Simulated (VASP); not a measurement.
Here is the system:

```yaml
crystal:
  lattice:
    - [3.75397, -1.91760, 0.00000]
    - [3.75397, 1.91760, 0.00000]
    - [2.77442, 0.00000, 3.17365]
  atoms:
    - { symbol: As, position: [0.22700, 0.22700, 0.22700] }
    - { symbol: As, position: [0.77300, 0.77300, 0.77300] }
```

Calculation: SCAN meta-GGA, VASP's PBE PAW potentials (set 64) (plane waves; VASP). Settings: 400 eV cut-off, 10×10×10 Γ-centred mesh, first-order Methfessel-Paxton smearing of 0.10 eV, potentials As.

### Question
Give the force on each atom (eV/Å).

### Answer

```tsv
atom	Fx	Fy	Fz
As1	-0.384	0.000	-0.118
As2	0.384	0.000	0.118
```

### Question
Give the stress tensor in GPa (positive for a compressed cell).

### Answer

```
-3.12   0.00   0.29
 0.00  -4.05   0.00
 0.29   0.00  -3.97
```
The pressure is its mean diagonal, -3.71 GPa.

The compound is As in the a7 structure. The cell was not relaxed at this level. The run is one of a series of settings (GGA removed, LMIXTAU = .TRUE., METAGGA = SCAN against the base run), some of them coarse on purpose.
